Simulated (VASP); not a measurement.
Method: LDA (Ceperley-Alder, Perdew-Zunger), VASP's LDA PAW potentials (set 64) (plane waves; VASP).

Input for VASP

### POSCAR
```
Se
1.0
  3.9593724411   0.0000000000   0.0000000000
 -1.9796862206   3.4289174051   0.0000000000
  0.0000000000   0.0000000000   5.1177172092
Se
3
Cartesian
  1.0104921494   0.0000000000   1.7059040305
 -0.5052460747   0.8751119452   3.4118131787
  1.4744401458   2.5538054599   0.0000000000
```

INCAR:
```
SYSTEM = Se
LEPSILON = .True.
ALGO = Normal   # blocked Davidson
LCHARG = .False.
LREAL = .False.
EDIFF = 1E-8   # SCF stop (eV)
PREC = Accurate
SIGMA = 0.01   # width (eV)
LMAXMIX = 4
ENCUT = 400
LASPH = .True.
ISMEAR = 0   # Gaussian
LWAVE = .False.
NELM = 100   # most electronic steps
```

### KPOINTS
```
Automatic mesh
0
gamma
 7 7 5
0 0 0
```

POTCAR, in this order: Se (LDA.64 set). Program: vasp_std.

Output of the run:

OUTCAR:
```
 ion  position               nearest neighbor table
   1  0.255  0.000  0.333-   3 2.44   2 2.44
   2  0.000  0.255  0.667-   3 2.44   1 2.44
   3  0.745  0.745  0.000-   1 2.44   2 2.44
  LATTYP: Found a hexagonal cell.
 ALAT       =     3.9593724411
 C/A-ratio  =     1.2925576680
 Subroutine PRICEL returns:
 Original cell was already a primitive cell.
 Subroutine GETGRP returns: Found  6 space group operations
The static configuration has the point symmetry C_2 .
 The point group associated with its full space group is D_3 .
The dynamic configuration has the point symmetry C_2 .
 Subroutine INISYM returns: Found  6 space group operations
 Subroutine IBZKPT returns following result:
 Found     32 irreducible k-points:

 Following reciprocal coordinates:
            Coordinates               Weight
  0.000000  0.000000  0.000000      1.000000
  0.142857  0.000000  0.000000      6.000000
  0.285714  0.000000  0.000000      6.000000
  0.428571  0.000000  0.000000      6.000000
  0.142857  0.142857  0.000000      6.000000
  0.285714  0.142857  0.000000     12.000000
...
```

OSZICAR:
```
...
RMM:  11    -0.744201849880E+02    0.43174E-06   -0.32708E-07   588   0.449E-05
RMM:  12    -0.744201849880E+02    0.27001E-12   -0.49637E-10   533   0.449E-05
 Linear response to external field (no local field effect), progress :
  Direction:   1
       N       E                     dE             d eps       ncg     rms          rms(c)
RMM:   1    -0.354446384560E+01   -0.35445E+01   -0.24487E+01  1746   0.619E+00
RMM:   2    -0.395618844021E+01   -0.41172E+00   -0.78219E-02  1339   0.135E+00
RMM:   3    -0.395910231623E+01   -0.29139E-02   -0.33852E-03  1326   0.176E-01
RMM:   4    -0.395923362872E+01   -0.13131E-03   -0.13336E-04  1385   0.340E-02
RMM:   5    -0.395923694405E+01   -0.33153E-05   -0.11336E-05  1327   0.596E-03
RMM:   6    -0.395923684233E+01    0.10171E-06   -0.13548E-06  1172   0.123E-03
RMM:   7    -0.395923678532E+01    0.57014E-07   -0.44737E-07   829   0.266E-04
RMM:   8    -0.395923676282E+01    0.22495E-07   -0.38439E-07   704   0.846E-05
RMM:   9    -0.395923674406E+01    0.18767E-07   -0.40305E-06   642   0.515E-05
RMM:  10    -0.395923673297E+01    0.11085E-07   -0.21606E-07   546   0.426E-05
RMM:  11    -0.395923673289E+01    0.84432E-10    0.00000E+00   426   0.423E-05
 Linear response to external field (no local field effect), progress :
  Direction:   2
       N       E                     dE             d eps       ncg     rms          rms(c)
RMM:   1    -0.495883296201E+01   -0.49588E+01   -0.37377E+01  1740   0.637E+00
RMM:   2    -0.561215018522E+01   -0.65332E+00   -0.11361E-01  1343   0.141E+00
RMM:   3    -0.561690311053E+01   -0.47529E-02   -0.47042E-03  1334   0.193E-01
RMM:   4    -0.561709835975E+01   -0.19525E-03   -0.21622E-04  1382   0.375E-02
RMM:   5    -0.561710584285E+01   -0.74831E-05   -0.13098E-05  1317   0.700E-03
RMM:   6    -0.561710625176E+01   -0.40891E-06   -0.13985E-06  1170   0.150E-03
RMM:   7    -0.561710624133E+01    0.10424E-07   -0.11992E-06   825   0.339E-04
RMM:   8    -0.561710627281E+01   -0.31477E-07   -0.65259E-06   713   0.104E-04
RMM:   9    -0.561710622880E+01    0.44011E-07   -0.97141E-06   644   0.588E-05
RMM:  10    -0.561710623075E+01   -0.19557E-08    0.10641E-06   564   0.431E-05
RMM:  11    -0.561710622907E+01    0.16892E-08    0.00000E+00   451   0.420E-05
 Linear response to external field (no local field effect), progress :
  Direction:   3
       N       E                     dE             d eps       ncg     rms          rms(c)
RMM:   1    -0.718340480682E+01   -0.71834E+01   -0.56213E+01  1734   0.725E+00
RMM:   2    -0.805722668027E+01   -0.87382E+00   -0.16945E-01  1333   0.160E+00
RMM:   3    -0.806358271669E+01   -0.63560E-02   -0.64757E-03  1333   0.229E-01
RMM:   4    -0.806380541871E+01   -0.22270E-03   -0.33573E-04  1365   0.432E-02
RMM:   5    -0.806381212675E+01   -0.67080E-05   -0.17531E-05  1330   0.817E-03
RMM:   6    -0.806381263930E+01   -0.51256E-06   -0.22304E-06  1190   0.173E-03
RMM:   7    -0.806381255230E+01    0.86999E-07   -0.65612E-07   827   0.394E-04
RMM:   8    -0.806381259478E+01   -0.42475E-07   -0.41374E-06   699   0.116E-04
RMM:   9    -0.806381255317E+01    0.41605E-07   -0.35813E-06   638   0.619E-05
RMM:  10    -0.806381260486E+01   -0.51693E-07    0.25487E-08   569   0.433E-05
RMM:  11    -0.806381259845E+01    0.64185E-08    0.00000E+00   480   0.419E-05
 Linear response to external field, progress :
  Direction:   1
       N       E                     dE             d eps       ncg     rms          rms(c)
RMM:   1    -0.424720119788E+01   -0.42472E+01   -0.30888E+01  3911   0.630E+00
RMM:   2    -0.478434873591E+01   -0.53715E+00   -0.92072E-02  3022   0.136E+00    0.486E+00
RMM:   3    -0.439275878788E+01    0.39159E+00   -0.77770E-01  2965   0.397E+00    0.241E+00
RMM:   4    -0.440406231744E+01   -0.11304E-01   -0.38845E-02  3035   0.106E+00    0.131E+00
RMM:   5    -0.446642321045E+01   -0.62361E-01   -0.20616E-02  3023   0.807E-01    0.179E-01
RMM:   6    -0.447940525655E+01   -0.12982E-01   -0.75022E-05  3141   0.170E-01    0.365E-02
RMM:   7    -0.447892090886E+01    0.48435E-03    0.33798E-04  3195   0.460E-02    0.147E-02
RMM:   8    -0.447932858813E+01   -0.40768E-03   -0.34419E-04  3261   0.129E-02    0.264E-03
RMM:   9    -0.447939886432E+01   -0.70276E-04   -0.98020E-05  3386   0.298E-03    0.112E-03
RMM:  10    -0.447942986675E+01   -0.31002E-04   -0.47298E-05  3478   0.108E-03    0.165E-04
RMM:  11    -0.447943719660E+01   -0.73298E-05   -0.18768E-05  3564   0.317E-04    0.776E-05
RMM:  12    -0.447943601118E+01    0.11854E-05   -0.32615E-06  3274   0.154E-04    0.137E-05
RMM:  13    -0.447943553110E+01    0.48007E-06   -0.39768E-06  2578   0.131E-04    0.548E-06
 Linear response to external field, progress :
  Direction:   2
       N       E                     dE             d eps       ncg     rms          rms(c)
RMM:   1    -0.423963112763E+01   -0.42396E+01   -0.30812E+01  6661   0.628E+00
RMM:   2    -0.478406743665E+01   -0.54444E+00   -0.95172E-02  5157   0.137E+00    0.486E+00
RMM:   3    -0.439268102056E+01    0.39139E+00   -0.77675E-01  5071   0.397E+00    0.241E+00
RMM:   4    -0.440411250593E+01   -0.11431E-01   -0.39422E-02  5220   0.106E+00    0.131E+00
RMM:   5    -0.446651030725E+01   -0.62398E-01   -0.23103E-02  5183   0.807E-01    0.180E-01
RMM:   6    -0.447946103782E+01   -0.12951E-01   -0.48981E-03  5423   0.171E-01    0.366E-02
RMM:   7    -0.447894869212E+01    0.51235E-03   -0.75073E-04  5506   0.478E-02    0.147E-02
RMM:   8    -0.447936216784E+01   -0.41348E-03   -0.39416E-04  5654   0.138E-02    0.261E-03
RMM:   9    -0.447941968879E+01   -0.57521E-04   -0.18408E-04  5863   0.329E-03    0.111E-03
RMM:  10    -0.447945287912E+01   -0.33190E-04   -0.33828E-05  6126   0.115E-03    0.161E-04
RMM:  11    -0.447945960296E+01   -0.67238E-05   -0.14364E-05  6628   0.366E-04    0.794E-05
RMM:  12    -0.447945875007E+01    0.85289E-06   -0.15566E-06  6768   0.198E-04    0.123E-05
RMM:  13    -0.447945825927E+01    0.49079E-06   -0.35249E-06  5750   0.169E-04    0.532E-06
 Linear response to external field, progress :
  Direction:   3
       N       E                     dE             d eps       ncg     rms          rms(c)
RMM:   1    -0.718341360652E+01   -0.71834E+01   -0.56213E+01  2328   0.725E+00
RMM:   2    -0.805718947055E+01   -0.87378E+00   -0.16912E-01  1796   0.160E+00    0.399E+00
RMM:   3    -0.781013050346E+01    0.24706E+00   -0.20994E-01  1794   0.264E+00    0.201E+00
RMM:   4    -0.791314767815E+01   -0.10302E+00   -0.14925E-01  1791   0.232E+00    0.292E-01
RMM:   5    -0.794522415917E+01   -0.32076E-01   -0.61413E-03  1837   0.465E-01    0.491E-02
RMM:   6    -0.794866235813E+01   -0.34382E-02   -0.55274E-04  1882   0.548E-02    0.324E-02
RMM:   7    -0.794995735130E+01   -0.12950E-02   -0.36227E-04  1858   0.242E-02    0.331E-03
RMM:   8    -0.795031373780E+01   -0.35639E-03   -0.27131E-04  1871   0.412E-03    0.156E-03
RMM:   9    -0.795033651236E+01   -0.22775E-04   -0.10534E-04  1965   0.129E-03    0.152E-04
RMM:  10    -0.795033737083E+01   -0.85847E-06   -0.20358E-05  1824   0.303E-04    0.387E-05
RMM:  11    -0.795033436665E+01    0.30042E-05   -0.75862E-06  1409   0.104E-04    0.753E-06
```

OUTCAR:
```
------------------------ aborting loop because EDIFF is reached ----------------------------------------

 HEAD OF MICROSCOPIC STATIC DIELECTRIC TENSOR (INDEPENDENT PARTICLE, excluding Hartree and local field effects)
 ------------------------------------------------------
          25.940547    -0.000000     0.000000
          -0.000000    25.940551     0.000000
          -0.000000     0.000000    43.002652
 ------------------------------------------------------

 MACROSCOPIC STATIC DIELECTRIC TENSOR (including local field effects in DFT)
 ------------------------------------------------------
          23.476748    -0.000000    -0.000000
          -0.000000    23.476752     0.000000
          -0.000000     0.000000    40.902936
 ------------------------------------------------------

 PIEZOELECTRIC TENSOR (including local field effects)  for field in x, y, z        (e  Angst)
          XX          YY          ZZ          XY          YZ          ZX
  --------------------------------------------------------------------------------
  x    -2.50406     2.50406     0.00000    -0.00000     0.63438     0.00000
  y    -0.00000     0.00000     0.00000     2.50406     0.00000    -0.63439
  z    -0.00000    -0.00000     0.00000     0.00000     0.00000     0.00000

 PIEZOELECTRIC TENSOR (including local field effects)  for field in x, y, z        (C/m^2)
          XX          YY          ZZ          XY          YZ          ZX
  --------------------------------------------------------------------------------
  x    -0.57743     0.57743     0.00000    -0.00000     0.14629     0.00000
  y    -0.00000     0.00000     0.00000     0.57743     0.00000    -0.14629
  z    -0.00000    -0.00000     0.00000     0.00000     0.00000     0.00000

 BORN EFFECTIVE CHARGES (including local field effects) (in |e|, cummulative output)
 ---------------------------------------------------------------------------------
 ion    1
    1     1.96362     0.00000    -0.00000
    2     0.00000    -1.96362     1.41464
    3    -0.00000     1.93743     0.00000
 ion    2
    1    -0.98181    -1.70054    -1.22511
    2    -1.70054     0.98181    -0.70732
    3    -1.67786    -0.96872     0.00000
 ion    3
    1    -0.98181     1.70054     1.22511
    2     1.70054     0.98181    -0.70732
    3     1.67786    -0.96872     0.00000
```
(Selected blocks of OUTCAR.)

The dielectric response may not be converged in the k-mesh; for small gaps it tends to come out too large.

The structure comes from a computed database's Se entry (P3_121); how it stands against other phases isn't given here. It was relaxed first, which changed the volume by -21 %.
